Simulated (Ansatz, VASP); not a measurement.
# Cross-check of TiC between VASP and Ansatz, part 2 of 2

One calculation is typed for both programs; each brings its own data sets. How far apart do they land? The cell is taken from a series of runs on this material, whose earlier steps may have relaxed, scaled, displaced or heated it; both programs get it as it stands.

VASP 6.6.1 and Ansatz 0.2.0.

So far: The structure; VASP: zone-centre phonons, PBEsol.

## (3) Ansatz: zone-centre phonons, PBEsol

Level of this step: Ansatz beside VASP: Kohn-Sham DFT, plane waves, PBEsol (Ansatz).

Ansatz runs on its PAW soft_1 files.

The same cell, functional, mesh and smearing now go to Ansatz, which takes its cutoff from its data sets.

File input.yaml:

```yaml
crystal:
  lattice:
    - [-0.092042024, 2.1402590257, 2.1402590257]
    - [2.1402590257, -0.092042024, 2.1402590257]
    - [2.1402590257, 2.1402590257, -0.092042024]
  atoms:
    - { symbol: C, position: [0.5, 0.5, 0.5] }
    - { symbol: Ti, position: [0.0, 0.0, 0.0] }
kpoints:
  mp_grid: { grid: [16, 16, 16] }
hamiltonian:
  xc: pbesol
  pseudopotentials: { kind: paw, azcp: { folder: soft_1 }, xc_functional: pbe }
scf:
  occupations: { method: methfessel_paxton, width: 0.2 }
output:
  eigenvalues: true
phonons:
  method: dfpt
```

Run with:

```
ansatz run input.yaml --threads 4 --pin off --max-ram 10240MiB --backend cpu --events-out ev --progress --plain --runs-dir out
```

Numbers of over 12 decimals in the logs are rounded to 6 here.

Log:

```text
Engine: ansatz 0.2.0, x86_64-unknown-linux-gnu
Pseudopotentials: kind: paw
Pseudopotential: C, paw, valence charge 4, recommended cutoff 420 eV (normal), soft_1/C.paw.azcp
Pseudopotential: Ti, paw, valence charge 12, recommended cutoff 420 eV (normal), soft_1/Ti.paw.azcp
Functional definition: PBEsol
  exchange = pbesol_x
  correlation = pbesol_c
Crystal: 2 atoms, lattice volume = 20.872 Å³
Basis set: ecut = 420 eV, 393 PW (Γ), exchange–correlation on 48×48×48 points (8 copies of the dense FFT grid, shifted against one another)
Bands: 12, of which v1, the nominal top of the filled ones, is band 8 counted from 1 (7 counted from 0)
Symmetry: 12 space group operations
k-points: 1098 of 4096 (irreducible under 2 space group operations, time reversal used)
Non-local potential: C, projectors of the file, l = 0: 2, l = 1: 2, l = 2: 1
Non-local potential: Ti, projectors of the file, l = 0: 3, l = 1: 2, l = 2: 3, l = 3: 1
PAW form: soft (Blöchl's): semilocal exchange-correlation on the pseudo side does not see the compensation charge
PAW frozen core: C, regenerated for the run's functional, and the local potential with it (the file was generated under x = pbe(κ = 0.804, μ = 0.219515), c = pbe(β = 0.066725))
PAW frozen core: Ti, regenerated for the run's functional, and the local potential with it (the file was generated under x = pbe(κ = 0.804, μ = 0.219515), c = pbe(β = 0.066725))
PAW one-centre angular grid: C, 110 points (default); XC on 64 Gauss nodes
PAW one-centre angular grid: Ti, 590 points (default); XC on 64 Gauss nodes
Initial density: superposition of atomic densities (chi_scale 0.1, normalization cell, long waves kept (reshape's long-wave potential 0.00 eV rms))
Initial wavefunctions: pseudopotential atomic-orbital guess
Functional: x = pbesol(κ = 0.804, μ = 0.123457), c = pbesol(β = 0.046)
SCF iter   1: F=—  HF=-2723.257011 eV  |F-HF|=—  |Δ(HF+E_count)|=         —  Δρ=1.32e-1  dr2=4.83e0  ethr=3.10e-3  ⟨swp⟩=4.1  Hψ=61260  notcnv=0
preconditioner: auto → none  [metal: Δε(μ)=0.015 eV  Ē_g=8.810 eV  σ=0.200 eV  W_gap=0.06  n_scr=8 (ndim 8)  ℏωp=23.0 eV  f_vac=0.000  D(μ)=0.16/eV (n_scr^D=0)  sad-step TF]
SCF iter   2: F=—  HF=-2722.793276 eV  |F-HF|=—  |Δ(HF+E_count)|=   4.64e-1  S|Δr|=    0.00e0  Δρ=9.29e-2  dr2=2.44e0  ethr=3.10e-3  ⟨swp⟩=2.0  Hψ=26276  notcnv=0  defer=1
SCF iter   3: F=—  HF=-2722.326361 eV  |F-HF|=—  |Δ(HF+E_count)|=   4.67e-1  S|Δr|=    0.00e0  Δρ=7.91e-3  dr2=7.61e-3  ethr=3.10e-3  ⟨swp⟩=3.0  Hψ=28476  notcnv=0  defer=1
SCF iter   4: F=—  HF=-2722.324517 eV  |F-HF|=—  |Δ(HF+E_count)|=   1.84e-3  S|Δr|=    0.00e0  Δρ=1.74e-3  dr2=4.00e-4  ethr=4.76e-5  ⟨swp⟩=2.0  Hψ=30790  notcnv=0  defer=1
SCF iter   5: F=—  HF=-2722.324479 eV  |F-HF|=—  |Δ(HF+E_count)|=   3.83e-5  S|Δr|=    0.00e0  Δρ=4.38e-4  dr2=3.22e-5  ethr=2.50e-6  ⟨swp⟩=2.8  Hψ=21294  notcnv=0  defer=1
SCF iter   6: F=—  HF=-2722.324477 eV  |F-HF|=—  |Δ(HF+E_count)|=   1.86e-6  S|Δr|=    0.00e0  Δρ=7.01e-5  dr2=1.10e-6  ethr=2.01e-7  ⟨swp⟩=2.3  Hψ=21256  notcnv=0  defer=1
SCF iter   7: F=—  HF=-2722.324478 eV  |F-HF|=—  |Δ(HF+E_count)|=   8.14e-7  S|Δr|=    0.00e0  Δρ=3.29e-6  dr2=1.93e-9  ethr=6.86e-9  ⟨swp⟩=2.7  Hψ=19944  notcnv=0
SCF iter   8: F=—  HF=-2722.324478 eV  |F-HF|=—  |Δ(HF+E_count)|=  2.14e-10  S|Δr|=    0.00e0  Δρ=2.28e-6  dr2=1.30e-9  ethr=1.21e-11  ⟨swp⟩=2.4  Hψ=21140  notcnv=0
SCF iter   9: F=-2722.324478 eV  HF=-2722.324478 eV  |F-HF|=3.64e-12  |Δ(HF+E_count)|=  3.08e-10  S|Δr|=    0.00e0  Δρ=1.24e-7  dr2=3.87e-12  ethr=1.00e-12  ⟨swp⟩=3.9  Hψ=58384  notcnv=0
SCF 1 converged in 9 iterations: F = -2722.324478 eV  dr2 = 3.87e-12
  greatest PAW one-centre occupation: 0.998 electrons in one spin orbital (limit 2), on the Ti atom at site 1 (counted from 0), in its partial waves of l = 0
DFPT response loops at Γ: preconditioner auto → Kerker (q_TF=auto, 2.610 Å⁻¹) (partly filled bands, converged f_vac=0.000); β = 1.00, the filter's whole step (`scf.mixing.beta` (0.50) is not read by the response loops under this deck's `scf.mixing.preconditioner`; to damp them name `kerker` or `kerker_dos`, under which they read `scf.mixing.beta`, and type it under 1.00, their step now; both keys bind the ground state too); Broyden in place of MSR1
SCF converged after 9 iterations
Stability not checked: this state was not tested for a lower state beside it, because cold or Methfessel-Paxton smearing, or corrected tetrahedra, fill the levels in a way that the test cannot read (fill_not_monotonic; see scf.lower_state_search)
Free energy (F): -2722.324478 eV
Harris-Foulkes:  -2722.324478 eV  (|F-HF|=3.64e-12)
Internal energy: -2722.325409 eV  (E = F + TS)
E sigma→0 (E₀):  -2722.324710 eV
Entropy (-TS):   0.000931 eV (0.465 meV/atom)
Fermi energy:    14.109059 eV
--- Per-component energies (eV) ---
  E_band       = -119.616008
  E_kinetic    = 363.937306
  E_local      = -845.496675  (includes V_loc(G=0)·N_el)
  E_nonlocal   = 84.019785
  E_hartree    = 330.283902
  E_xc         = -162.727812
  E_vxc        = -203.857910  (∫ρ·V_xc dr)
  E_paw        = -1111.688539  (= ΣΔE_a)
  E_vpaw       = -178.786320  (= ΣTr[D̂ρ^β])
  E_aug_tail   = -0.000059  (compensation charges beyond the density's cutoff)
  E_ewald      = -1380.813802
  E_core_change = 0.160485  (= ΣΔE_core)
  E_smearing   = 0.000931  (= −TS)
  E_closure    = -0.000000  (closes the sum)
  Σ components = -2722.324478   (vs F -2722.324478, Δ=0.00e0)
--- Band table (eV; the first three rows and the last of 1098) ---
  k-point 0: bands = [... 4 lower, 1.8093, 14.5032, 14.5032, 15.1110, 15.5779, 15.5779, 15.7856, 15.7856]
  k-point 1: bands = [... 4 lower, 1.8933, 14.1243, 14.3007, 14.8413, 15.0412, 15.2747, 15.8627, 16.6478]
  k-point 2: bands = [... 4 lower, 2.1405, 13.2947, 13.6240, 14.0993, 15.0431, 15.3619, 16.2046, 17.6810]
  k-point 1097: bands = [... 4 lower, 5.5417, 8.3408, 10.8980, 10.8980, 17.0616, 17.0616, 18.2683, 21.5475]
--- Phonons (Γ-DFPT): 2 representative perturbations + reference, on 1098 of 4096 k-points (Σ response iterations 6) ---
  k mesh reduced under 2 symmetry operations, with k and −k counted as one. Each operation leaves every solved perturbation unchanged. A smaller set is not used because it would not reduce the number of displacements times k-points to solve
  ASR residual: 6.061e-5 → 0.000e0 eV/Å²; symmetrization residual: 1.564e-8 eV/Å²
  ASR residual per site (eV/Å²): 1.02e-5 6.06e-5
  Γ frequencies (cm⁻¹): 0.00 0.00 0.00 444.33 503.19 503.19
  non-analytic LO–TO correction: not included (Born effective charges unavailable; polar crystals: no LO–TO splitting at Γ)
```

Reading the cycles: dr2 is the Hartree energy of the density residual (eV), the measure of convergence; HF is the Harris–Foulkes estimate of the energy, which meets the free energy F at convergence.

## (4) Comparison

Known differences besides the potentials themselves: the cutoff is 420 eV in Ansatz and 600 eV in VASP; Ansatz makes its cores anew for this functional, VASP keeps those of its PBE data sets. Total energies have different zeros and are not compared.

The two programs side by side:

```tsv
quantity	Ansatz	VASP	difference
optical mode 1 (cm⁻¹)	444.3	445.2	-0.19 %
optical mode 2 to 3 (cm⁻¹)	503.2	504.7	-0.29 %
```

Modes are paired by rising frequency, not by their patterns, so a pair may set unlike modes beside each other; they are those without the splitting of longitudinal modes.

## (5) Summary of results

```
r.m.s. difference of the optical zone-centre modes, each program's sorted by frequency (zone-centre phonons, PBEsol) : 1.3 cm⁻¹
```

**Reading.** The r.m.s. difference of the optical zone-centre modes, each program's sorted by frequency is 1.3 cm⁻¹ (zone-centre phonons, PBEsol). Such differences can come from data sets, numerical settings and the points named under the comparisons, not from the functional's error against experiment.

[Lines on the potential files, build, host, timing and source positions are cut from VASP's logs without a mark.]

[Logs are printed without paths, hosts, clocks, repeated set-up lines and the standing remarks that a program may print on its own settings, such as how far it seeks lower states.]

[Hosts, paths, dates, database ids (printed as entryN), source tags and the programs' standing remarks are cut or masked in the printed files.]
